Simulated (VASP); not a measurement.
```
CaO
1.0
    3.76457     0.00000     0.00000
    0.00000     3.76457     0.00000
    0.00000     0.00000     4.74368
Ca O
2 2
Direct
  0.50000   0.00000   0.23680
  0.00000   0.50000   0.76320
  0.00000   0.00000   0.00000
  0.50000   0.50000   0.00000
```

The base run (VASP): PBE GGA, plane waves, VASP's PBE PAW potentials (set 64). Run with 520 eV cut-off, 5×5×4 Γ-centred mesh, Gaussian smearing of 0.050 eV, potentials Ca_sv O.

One setting is varied; ΔE counts from the most expensive setting. The base run took about 40 core-seconds. Times come from single runs on busy shared machines, so they are rough: good to a factor of about 2.

Pressures at a finite cut-off, here 520 eV, hold a Pulay part, which wasn't tested here.

```json
[
 {"setting": "KPOINTS 3×3×2 Γ-centred mesh", "cost over the base run": "within a factor of 2", "electronic steps": "15", "ΔE (meV/atom)": "-5.5", "pressure (GPa)": "9.48"},
 {"setting": "KPOINTS 4×4×3 Γ-centred mesh", "cost over the base run": "within a factor of 2", "electronic steps": "15", "ΔE (meV/atom)": "-0.9", "pressure (GPa)": "9.29"},
 {"setting": "KPOINTS 1×1×1 Γ-centred mesh", "cost over the base run": "within a factor of 2", "electronic steps": "41", "ΔE (meV/atom)": "-23.9", "pressure (GPa)": "3.70"},
 {"setting": "base run", "cost over the base run": "reference", "electronic steps": "15", "ΔE (meV/atom)": "-0.1", "pressure (GPa)": "9.19"},
 {"setting": "KPOINTS 7×7×6 Γ-centred mesh", "cost over the base run": "within a factor of 2", "electronic steps": "15", "ΔE (meV/atom)": "0.2", "pressure (GPa)": "9.20"},
 {"setting": "KPOINTS 9×9×7 Γ-centred mesh", "cost over the base run": "about 2 times", "electronic steps": "15", "ΔE (meV/atom)": "0.0", "pressure (GPa)": "9.19"},
 {"setting": "KPOINTS 8×8×6 Γ-centred mesh", "cost over the base run": "about 2 times", "electronic steps": "15", "ΔE (meV/atom)": "0.2", "pressure (GPa)": "9.18"},
 {"setting": "KPOINTS 10×10×8 Γ-centred mesh", "cost over the base run": "about 4 times", "electronic steps": "15", "ΔE (meV/atom)": "0.0", "pressure (GPa)": "9.18"}
]
```

Left out are runs that failed, have no time on record or changed the cell.

The structure was generated: CaO was put into the litharge type (P4/nmm), which need not be its known phase. The cell was not relaxed at this level.
